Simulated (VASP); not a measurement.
Level of theory: LDA (Ceperley-Alder, Perdew-Zunger), VASP's LDA PAW potentials (set 64) (plane waves; VASP).

VASP input:

POSCAR:
```
SiC
1
    1.5292397210    -2.6487206551     0.0000000000
    1.5292397210     2.6487206551     0.0000000000
    0.0000000000     0.0000000000     5.0166904340
Si C
2 2
Direct
  0.6666670000   0.3333330000   0.4996425423
  0.3333330000   0.6666670000   0.9996425423
  0.6666670000   0.3333330000   0.8753574577
  0.3333330000   0.6666670000   0.3753574577
```

KPOINTS:
```
Automatic mesh
0
gamma
 8 8 5
0 0 0
```

### INCAR
```
NELM = 100
ALGO = Normal   # blocked Davidson
ISMEAR = 0
IBRION = 8   # DFPT with symmetry
LASPH = T   # aspherical one-centre terms
LREAL = F   # projection in real space or not
NSW = 1   # most ionic steps
LCHARG = F
SIGMA = 0.01
LWAVE = F
LEPSILON = T
SYSTEM = SiC
EDIFF = 1E-8
PREC = Accurate
ENCUT = 520
```

POTCAR, in this order: Si C (LDA.64 set). Program: vasp_std.

The resulting files:

File OUTCAR:
```
 ion  position               nearest neighbor table
   1  0.667  0.333  0.500-   4 1.87   4 1.87   4 1.87   3 1.88   2 3.07   2 3.07   2 3.07   2 3.07
                             2 3.07   2 3.07
   2  0.333  0.667  1.000-   3 1.87   3 1.87   3 1.87   4 1.88   1 3.07   1 3.07   1 3.07   1 3.07
                             1 3.07   1 3.07
   3  0.667  0.333  0.875-   2 1.87   2 1.87   2 1.87   1 1.88
   4  0.333  0.667  0.375-   1 1.87   1 1.87   1 1.87   2 1.88
  LATTYP: Found a hexagonal cell.
 ALAT       =     3.0584792353
 C/A-ratio  =     1.6402564961
 Subroutine PRICEL returns:
 Original cell was already a primitive cell.
 Subroutine GETGRP returns: Found 12 space group operations
The static configuration has the point symmetry C_3v.
 The point group associated with its full space group is C_6v.
The dynamic configuration has the point symmetry C_3v.
 Subroutine INISYM returns: Found 12 space group operations
 Subroutine IBZKPT returns following result:
 Found     30 irreducible k-points:

 Following reciprocal coordinates:
            Coordinates               Weight
  0.000000  0.000000  0.000000      1.000000
  0.125000  0.000000  0.000000      6.000000
  0.250000  0.000000  0.000000      6.000000
  0.375000  0.000000  0.000000      6.000000
  0.500000  0.000000  0.000000      3.000000
  0.125000  0.125000  0.000000      6.000000
  0.250000  0.125000  0.000000     12.000000
  0.375000  0.125000  0.000000     12.000000
  0.250000  0.250000  0.000000      6.000000
  0.375000  0.250000  0.000000      6.000000
  0.000000  0.000000  0.200000      2.000000
  0.125000  0.000000  0.200000     12.000000
  0.250000  0.000000  0.200000     12.000000
  0.375000  0.000000  0.200000     12.000000
  0.500000  0.000000  0.200000      6.000000
  0.125000  0.125000  0.200000     12.000000
  0.250000  0.125000  0.200000     24.000000
  0.375000  0.125000  0.200000     24.000000
...
```

File OUTCAR:
```


 HEAD OF MICROSCOPIC STATIC DIELECTRIC TENSOR (INDEPENDENT PARTICLE, excluding Hartree and local field effects)
 ------------------------------------------------------
           7.345949     0.000000     0.000000
           0.000000     7.345948     0.000000
           0.000000     0.000000     7.592904
 ------------------------------------------------------

 MACROSCOPIC STATIC DIELECTRIC TENSOR (including local field effects in DFT)
 ------------------------------------------------------
           7.010934     0.000000     0.000000
           0.000000     7.010932     0.000000
           0.000000     0.000000     7.273308
 ------------------------------------------------------

 PIEZOELECTRIC TENSOR (including local field effects)  for field in x, y, z        (e  Angst)
          XX          YY          ZZ          XY          YZ          ZX
  --------------------------------------------------------------------------------
  x     0.00000    -0.00000     0.00000     0.00000     0.00000     1.51299
  y     0.00000     0.00000     0.00000     0.00000     1.51299     0.00000
  z     1.19133     1.19133    -2.04534     0.00000     0.00000     0.00000

 PIEZOELECTRIC TENSOR (including local field effects)  for field in x, y, z        (C/m^2)
          XX          YY          ZZ          XY          YZ          ZX
  --------------------------------------------------------------------------------
  x     0.00000    -0.00000     0.00000     0.00000     0.00000     0.59647
  y     0.00000     0.00000     0.00000     0.00000     0.59647     0.00000
  z     0.46966     0.46966    -0.80634     0.00000     0.00000     0.00000

 BORN EFFECTIVE CHARGES (including local field effects) (in |e|, cummulative output)
 ---------------------------------------------------------------------------------
 ion    1
    1     2.68187     0.00000     0.00000
    2     0.00000     2.68187     0.00000
    3     0.00000     0.00000     2.87613
 ion    2
    1     2.68187     0.00000    -0.00000
    2     0.00000     2.68187     0.00000
    3     0.00000     0.00000     2.87613
 ion    3
    1    -2.68187    -0.00000     0.00000
    2     0.00000    -2.68187     0.00000
    3     0.00000     0.00000    -2.87613
 ion    4
    1    -2.68187     0.00000    -0.00000
    2     0.00000    -2.68187    -0.00000
    3     0.00000     0.00000    -2.87613

   1 f  =   25.215653 THz   158.434622 2PiTHz  841.103658 cm-1   104.283516 meV

   2 f  =   23.953878 THz   150.506656 2PiTHz  799.015373 cm-1    99.065236 meV

   3 f  =   23.953876 THz   150.506642 2PiTHz  799.015301 cm-1    99.065227 meV

   4 f  =   23.131657 THz   145.340485 2PiTHz  771.589012 cm-1    95.664802 meV

   5 f  =   22.949890 THz   144.198414 2PiTHz  765.525943 cm-1    94.913078 meV

   6 f  =   22.949888 THz   144.198401 2PiTHz  765.525874 cm-1    94.913069 meV

   7 f  =   17.943276 THz   112.740931 2PiTHz  598.523278 cm-1    74.207395 meV

   8 f  =    7.722073 THz    48.519217 2PiTHz  257.580637 cm-1    31.935914 meV

   9 f  =    7.722073 THz    48.519213 2PiTHz  257.580614 cm-1    31.935911 meV

  10 f/i=    0.001149 THz     0.007221 2PiTHz    0.038338 cm-1     0.004753 meV

  11 f/i=    0.001149 THz     0.007221 2PiTHz    0.038338 cm-1     0.004753 meV

  12 f/i=    0.001949 THz     0.012247 2PiTHz    0.065020 cm-1     0.008061 meV

 MACROSCOPIC STATIC DIELECTRIC TENSOR IONIC CONTRIBUTION
 ------------------------------------------------------
           3.242595     0.000000    -0.000000
           0.000000     3.242595     0.000000
          -0.000000     0.000000     3.999067
 ------------------------------------------------------

 ELASTIC MODULI CONTR FROM IONIC RELAXATION (kBar)
 Direction    XX          YY          ZZ          XY          YZ          ZX
 --------------------------------------------------------------------------------
 XX        -498.5130    259.8225    229.7988      0.0000     -0.0000     -0.0000
 YY         259.8225   -498.5128    229.7987     -0.0000      0.0000      0.0000
 ZZ         229.7988    229.7987   -442.4767     -0.0000      0.0000     -0.0000
 XY           0.0000     -0.0000     -0.0000   -379.1677      0.0000     -0.0000
 YZ          -0.0000     -0.0000      0.0000      0.0000   -132.4749     -0.0000
 ZX          -0.0000      0.0000     -0.0000     -0.0000     -0.0000   -138.5445
 --------------------------------------------------------------------------------

 PIEZOELECTRIC TENSOR IONIC CONTR  for field in x, y, z        (C/m^2)
          XX          YY          ZZ          XY          YZ          ZX
  --------------------------------------------------------------------------------
  x    -0.00000     0.00000    -0.00000    -0.00000    -0.00000    -0.63069
  y    -0.00000     0.00000     0.00000     0.00000    -0.61672    -0.00000
  z    -0.65006    -0.65006     1.25169     0.00000    -0.00000     0.00000
```
(Selected blocks of OUTCAR.)

The compound is SiC in the wurtzite structure, the rare 2H polytype. It was relaxed first.
